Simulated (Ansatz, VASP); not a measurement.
# AlOs in two plane-wave programs, part 2 of 2

Wanted: the spread between two codes on one cell, functional and k mesh. The cell is taken from a series of runs on this material, whose earlier steps may have relaxed, scaled, displaced or heated it; both programs get it as it stands.

VASP 6.6.1 and Ansatz 0.2.0.

So far: The starting structure; Ansatz: relaxation of cell and atoms, PBEsol, pair 1; VASP: relaxation of cell and atoms, PBEsol, pair 1; Differences.

**5. VASP: relaxation of cell and atoms, PBEsol, pair 2**

Level of this step: PBEsol; plane waves and PAW (Al, Os) (VASP).

The relaxed volume is the usual yardstick between codes: in a stiff, nearly cubic crystal its relative difference is about their pressure difference at one cell divided by the bulk modulus.

Contents of INCAR:

```
SYSTEM = AlOs
PREC = Accurate
ENCUT = 600
EDIFF = 1E-07
NELM = 120
ISMEAR = 1
SIGMA = 0.15
LREAL = .FALSE.
ALGO = Normal
GGA = PS
NBANDS = 11
LASPH = .TRUE.
LORBIT = 11
LWAVE = .FALSE.
LCHARG = .FALSE.
ISIF = 3
IBRION = 2
NSW = 80
EDIFFG = -0.005
GGA_COMPAT = .FALSE.
NELMIN = 4
KPAR = 2
```

Contents of POSCAR:

```
AlOs
1.0
    2.9924920000      0.0000000000      0.0000000000
    0.0000000000      2.9924920000      0.0000000000
    0.0000000000      0.0000000000      2.9924920000
Al Os
1 1
Direct
    0.0000000000      0.0000000000      0.0000000000
    0.5000000000      0.5000000000      0.5000000000
```

Contents of KPOINTS:

```
Automatic mesh
0
Gamma
12 12 12
0 0 0
```

PAW data sets: Al and Os (PBE family, release 64).

Launch:

```sh
$ mpirun -np 2 vasp_std
```

Numbers of over 12 decimals in the logs are rounded to 6 here.

The program printed:

```text
[banner, memory and clock lines left out]
running    2 mpi-ranks, on    1 nodes
[...]
[... a notice as in an earlier step ...]

 LDA part: xc-table for (Slater+PW92), standard interpolation
 POSCAR, INCAR and KPOINTS ok, starting setup
[...]
entering main loop
       N       E                     dE             d eps       ncg     rms          rms(c)
DAV:   1     0.456646398045E+02    0.45665E+02   -0.50284E+03  1848   0.928E+02
DAV:   2    -0.149749208664E+02   -0.60640E+02   -0.55610E+02  1883   0.231E+02
DAV:   3    -0.179189091800E+02   -0.29440E+01   -0.28508E+01  2304   0.440E+01
DAV:   4    -0.179525458777E+02   -0.33637E-01   -0.33568E-01  2124   0.525E+00
[...]
DAV:  11    -0.170925442396E+02    0.15997E-06   -0.83422E-07  2160   0.893E-03    0.706E-03
DAV:  12    -0.170925439506E+02    0.28897E-06   -0.19952E-07  1358   0.322E-03    0.270E-03
DAV:  13    -0.170925440180E+02   -0.67450E-07   -0.14605E-08  1071   0.162E-03
   1 F= -.17092544E+02 E0= -.17092324E+02  d E =-.170925E+02
[...]
DAV:   6    -0.170922254031E+02   -0.20363E-06   -0.50694E-07  1968   0.541E-03    0.254E-04
DAV:   7    -0.170922253993E+02    0.38066E-08   -0.87967E-09   957   0.895E-04
   2 F= -.17092225E+02 E0= -.17092004E+02  d E =0.318619E-03
 trial-energy change:    0.000319  1 .order    0.000307   -0.000566    0.001181
 step:   0.3157(harm=  0.3240)  dis= 0.00000  next Energy=   -17.092633 (dE=-0.890E-04)
[...]
N       E                     dE             d eps       ncg     rms          rms(c)
DAV:   1    -0.170936599261E+02   -0.14345E-02   -0.17744E-02  1893   0.987E-01    0.362E-01
DAV:   2    -0.170926420045E+02    0.10179E-02   -0.42532E-03  2335   0.542E-01    0.286E-02
DAV:   3    -0.170926341405E+02    0.78640E-05   -0.80841E-05  1899   0.725E-02    0.153E-02
DAV:   4    -0.170926310063E+02    0.31342E-05   -0.14358E-05  2037   0.226E-02    0.382E-03
DAV:   5    -0.170926316949E+02   -0.68856E-06   -0.10299E-06  2203   0.966E-03    0.376E-03
DAV:   6    -0.170926320852E+02   -0.39033E-06   -0.23105E-07  1938   0.372E-03    0.187E-04
DAV:   7    -0.170926320894E+02   -0.42293E-08   -0.38143E-09   948   0.592E-04
   3 F= -.17092632E+02 E0= -.17092412E+02  d E =-.880714E-04
[...]
reached required accuracy - stopping structural energy minimisation
```

Parts of OUTCAR (step 5):

```text
  Total        0.0016695      0.0016695      0.0016695     -0.0000000      0.0000000      0.0000000
  in kB        0.0996157      0.0996157      0.0996157     -0.0000000      0.0000000      0.0000000
  external PRESSURE =       0.0996157 kB  Pullay stress =       0.0000000 kB

 POSITION                                       TOTAL-FORCE (eV/Angst)
 -----------------------------------------------------------------------------------
      0.00000      0.00000      0.00000         0.000000     -0.000000      0.000000
      1.49725      1.49725      1.49725        -0.000000      0.000000      0.000000
 -----------------------------------------------------------------------------------
    total drift:                                0.000000     -0.000000     -0.000000

  FREE ENERGIE OF THE ION-ELECTRON SYSTEM (eV)
  ---------------------------------------------------
  free  energy   TOTEN  =       -17.0926320894 eV

  energy  without entropy=      -17.0919719635  energy(sigma->0) =      -17.09241205

[... 2 parts as in an earlier step ...]

[... 2 further parts left out ...]
[key lines of the parts left out:]
E-fermi :   8.9372
```

**6. Ansatz: relaxation of cell and atoms, PBEsol, pair 2**

The same cell, functional, mesh and smearing now go to Ansatz, which takes its cutoff from its data sets.

The cell is taken from a series of runs on this material, whose earlier steps may have relaxed, scaled, displaced or heated it; both programs get it as it stands.

Contents of input.yaml:

```yaml
crystal:
  lattice:
    - [2.992491721, 0.0, 0.0]
    - [0.0, 2.992491721, 0.0]
    - [0.0, 0.0, 2.992491721]
  atoms:
    - { symbol: Al, position: [0.0, 0.0, 0.0] }
    - { symbol: Os, position: [0.5, 0.5, 0.5] }
kpoints:
  mp_grid: { grid: [12, 12, 12] }
hamiltonian:
  xc: pbesol
scf:
  occupations: { method: methfessel_paxton, width: 0.15 }
output:
  forces: true
  stress: true
  eigenvalues: true
  write_density: true
  write_potential: true
  elf: true
  volumetric_format: npy
relax:
  adjacent_minimum: "off"
  f_tol: 0.001
  max_steps: 60
  cell: { stress_tol: 0.01 }
```

Launch:

```sh
$ ansatz run input.yaml --threads 4 --pin off --max-ram 7168MiB --backend cpu --events-out ev --progress --plain --runs-dir out
```

The program printed:

```text
[...]
Crystal: 2 atoms, lattice volume = 26.798 Å³
Basis set: ecut = 420 eV, 515 PW (Γ), exchange–correlation on 48×48×48 points (8 copies of the dense FFT grid, shifted against one another)
Bands: 14, of which v1, the nominal top of the filled ones, is band 10 counted from 1 (9 counted from 0)
Symmetry: 48 space group operations
[...]
k-points: 84 of 1728
[...]
k-point 83: bands = [... 6 lower, 12.3052, 19.7845, 19.9156, 19.9156, 21.0910, 21.0910, 21.0910, 26.2738]
--- Relaxed structure (3 steps of the walk, 3 accepted, 1 SCFs on fresh bases) ---
[...]
cell:  # Å, volume = 26.7945 Å³
    - [2.992371, 0, 0]
    - [0, 2.992371, 0]
    - [0, 0, 2.992371]
  atoms:
    - { symbol: Al, position: [0, 0, 0] }
    - { symbol: Os, position: [0.5, 0.5, 0.5] }
[key lines of the parts left out:]
SCF converged after 4 iterations
Free energy (F): -11776.325661 eV
Fermi energy:    17.584475 eV
P = ⅓ Tr σ = -0.0001 GPa (-0.001 kbar)
```

**7. Side by side**

What differs besides the data sets and the points named for the pairs above, as far as they apply: the data sets hold 19 valence electrons in Ansatz (on its default PAW (the set named soft_2) files) and 11 in VASP. Total energies have different zeros and are not compared.

Both answers:

```tsv
quantity	Ansatz	VASP	difference
volume (Å³)	26.79	26.85	-0.21 %
edge a after relaxation, in the typed setting (Å)	2.992	2.994	-0.07 %
```

**8. VASP: zone-centre phonons, PBEsol**

Second derivatives magnify differences that forces hide, and they need a tight electronic threshold.

Contents of INCAR:

```
SYSTEM = AlOs
PREC = Accurate
ENCUT = 600
EDIFF = 1E-08
NELM = 120
ISMEAR = 1
SIGMA = 0.15
LREAL = .FALSE.
ALGO = Normal
GGA = PS
NBANDS = 11
LASPH = .TRUE.
LORBIT = 11
LWAVE = .FALSE.
LCHARG = .FALSE.
ISIF = 2
IBRION = 8
GGA_COMPAT = .FALSE.
KPAR = 2
```

Contents of POSCAR:

```
AlOs
1.0
    2.9923707792      0.0000000000      0.0000000000
    0.0000000000      2.9923707792      0.0000000000
    0.0000000000      0.0000000000      2.9923707792
Al Os
1 1
Direct
    0.0000000000      0.0000000000      0.0000000000
    0.5000000000      0.5000000000      0.5000000000
```

KPOINTS is that of step 5.

Launch:

```sh
$ mpirun -np 2 vasp_std
```

The program printed:

```text
[... set-up lines as in an earlier step ...]
 entering main loop
       N       E                     dE             d eps       ncg     rms          rms(c)
DAV:   1     0.456727859175E+02    0.45673E+02   -0.50288E+03  1848   0.928E+02
DAV:   2    -0.149747359518E+02   -0.60648E+02   -0.55617E+02  1883   0.231E+02
DAV:   3    -0.179188858926E+02   -0.29441E+01   -0.28510E+01  2304   0.440E+01
DAV:   4    -0.179525225530E+02   -0.33637E-01   -0.33568E-01  2124   0.525E+00
[...]
DAV:  12    -0.170925330567E+02    0.28750E-06   -0.20840E-07  2101   0.322E-03    0.299E-03
DAV:  13    -0.170925331266E+02   -0.69842E-07   -0.54133E-09  1257   0.725E-04    0.577E-04
DAV:  14    -0.170925331278E+02   -0.12516E-08   -0.52926E-10  1125   0.257E-04
   1 F= -.17092533E+02 E0= -.17092314E+02  d E =-.658706E-03
 Linear response reoptimize wavefunctions to high precision
DAV:   1    -0.170925331232E+02    0.46080E-08   -0.89437E-11  1233   0.140E-04
DAV:   2    -0.170925331232E+02    0.60254E-11   -0.12576E-11  1038   0.367E-05
 Linear response DOF=           2
 Linear response progress:
[...]
RMM:   8    -0.649312137055E-02   -0.31150E-06   -0.14975E-09  6915   0.214E-04    0.179E-05
RMM:   9    -0.649310966342E-02    0.11707E-07   -0.11446E-09  7042   0.361E-05    0.555E-06
RMM:  10    -0.649311416353E-02   -0.45001E-08   -0.27899E-10  6919   0.588E-06    0.226E-06
 first order change of Fermi-energy  -0.16826E-03
 force on displaced ion       1 direction 1 :  -9.436   0.000  -0.000
 Linear response progress:
  Degree of freedom:   2/  2
       N       E                     dE             d eps       ncg     rms          rms(c)
RMM:   1    -0.212387396917E+00   -0.21239E+00   -0.11396E-01  7486   0.242E+00
RMM:   2    -0.211838096611E+00    0.54930E-03   -0.80530E-04  6463   0.308E-01    0.157E-01
RMM:   3    -0.211433446949E+00    0.40465E-03   -0.19103E-04  6737   0.985E-02    0.909E-02
RMM:   4    -0.211523573991E+00   -0.90127E-04   -0.31143E-04  6726   0.124E-01    0.780E-03
[...]
RMM:   9    -0.211493115708E+00    0.30561E-06   -0.15221E-10  7093   0.542E-05    0.659E-06
RMM:  10    -0.211493209076E+00   -0.93367E-07   -0.48175E-11  7344   0.112E-05    0.182E-06
RMM:  11    -0.211493218684E+00   -0.96088E-08   -0.25335E-11  6033   0.356E-06    0.487E-07
 first order change of Fermi-energy   0.20150E-02
 force on displaced ion       2 direction 1 :  -9.436  -0.000   0.000
 Linear response finished
```

OUTCAR, selected parts (step 8):

```text
  Total        0.0936808      0.0936808      0.0936808      0.0000000      0.0000000      0.0000000
  in kB        5.6016378      5.6016378      5.6016378      0.0000000      0.0000000      0.0000000
  external PRESSURE =       5.6016378 kB  Pullay stress =       0.0000000 kB

 POSITION                                       TOTAL-FORCE (eV/Angst)
 -----------------------------------------------------------------------------------
      0.00000      0.00000      0.00000         0.000000      0.000000      0.000000
      1.49619      1.49619      1.49619         0.000000      0.000000      0.000000
 -----------------------------------------------------------------------------------
    total drift:                                0.000000     -0.000000     -0.000000

[... 1 part as in an earlier step ...]

[... 1 further part left out ...]
```

**9. Ansatz: zone-centre phonons, PBEsol**

The same cell, functional, mesh and smearing now go to Ansatz, which takes its cutoff from its data sets.

The cell is taken from a series of runs on this material, whose earlier steps may have relaxed, scaled, displaced or heated it; both programs get it as it stands.

input.yaml, the sections that differ from step 6:

```yaml
crystal:
  lattice:
    - [2.9923707792, 0.0, 0.0]
    - [0.0, 2.9923707792, 0.0]
    - [0.0, 0.0, 2.9923707792]
  atoms:
    - { symbol: Al, position: [0.0, 0.0, 0.0] }
    - { symbol: Os, position: [0.5, 0.5, 0.5] }
output:
  eigenvalues: true
phonons:
  method: dfpt
# kpoints, hamiltonian, scf: as in step 6
# relax: removed
```

Launch:

```sh
$ ansatz run input.yaml --threads 4 --pin off --max-ram 7168MiB --backend cpu --events-out ev --progress --plain --runs-dir out
```

The program printed:

```text
[...]
Crystal: 2 atoms, lattice volume = 26.795 Å³
Basis set: ecut = 420 eV, 515 PW (Γ), exchange–correlation on 48×48×48 points (8 copies of the dense FFT grid, shifted against one another)
Bands: 14, of which v1, the nominal top of the filled ones, is band 10 counted from 1 (9 counted from 0)
Symmetry: 48 space group operations
k-points: 196 of 1728 (irreducible under 8 space group operations, time reversal used)
[...]
k mesh reduced under 8 symmetry operations, with k and −k counted as one. Each operation leaves every solved perturbation unchanged. A smaller set is not used because it would not reduce the number of displacements times k-points to solve
  ASR residual: 8.870e-5 → 0.000e0 eV/Å²; symmetrization residual: 7.453e-7 eV/Å²
  ASR residual per site (eV/Å²): 3.57e-5 8.87e-5
  Γ frequencies (cm⁻¹): 0.00 0.00 0.00 327.66 327.66 327.66
  non-analytic LO–TO correction: not included (Born effective charges unavailable; polar crystals: no LO–TO splitting at Γ)
[key lines of the parts left out:]
SCF converged after 6 iterations
Free energy (F): -11776.325661 eV
Fermi energy:    17.584476 eV
```

**10. Side by side**

What differs besides the data sets and the points named for the pairs above, as far as they apply: the data sets hold 19 valence electrons in Ansatz (on its default PAW (the set named soft_2) files) and 11 in VASP. Total energies have different zeros and are not compared.

The two programs side by side:

```tsv
quantity	Ansatz	VASP	difference
optical mode 1 to 3 (cm⁻¹)	327.7	329.5	-0.57 %
```

Modes are paired by rising frequency, not by their patterns, so a pair may set unlike modes beside each other; they are those without the splitting of longitudinal modes.

**11. Outcome**

```
difference in volume (relaxation of cell and atoms, PBEsol, pair 1)                                                  : -0.21 %
difference in volume (relaxation of cell and atoms, PBEsol, pair 2)                                                  : -0.21 %
r.m.s. difference of the optical zone-centre modes, each program's sorted by frequency (zone-centre phonons, PBEsol) : 1.9 cm⁻¹
difference in optical mode 1 to 3 (zone-centre phonons, PBEsol)                                                      : -0.6 %
```

What this shows: The difference in volume is -0.21 % (relaxation of cell and atoms, PBEsol, pair 2), within the 1.2 % picked in this series as the mark of a large difference, as far as the stopping tolerances let one tell. The data sets hold unlike numbers of valence electrons (19 in Ansatz and 11 in VASP), so part of the differences comes from the potentials. Among the rows given in per cent, the largest difference of the zone-centre phonons, PBEsol pair is in optical mode 1 to 3, -0.6 %. Such differences can come from data sets, numerical settings and the points named under the comparisons, not from the functional's error against experiment.

[Lines on the potential files, build, host, timing and source positions are cut from VASP's logs without a mark.]

[Logs are printed without paths, hosts, clocks, repeated set-up lines and the standing remarks that a program may print on its own settings, such as how far it seeks lower states.]

[Hosts, paths, dates, database ids (printed as entryN), source tags and the programs' standing remarks are cut or masked in the printed files.]
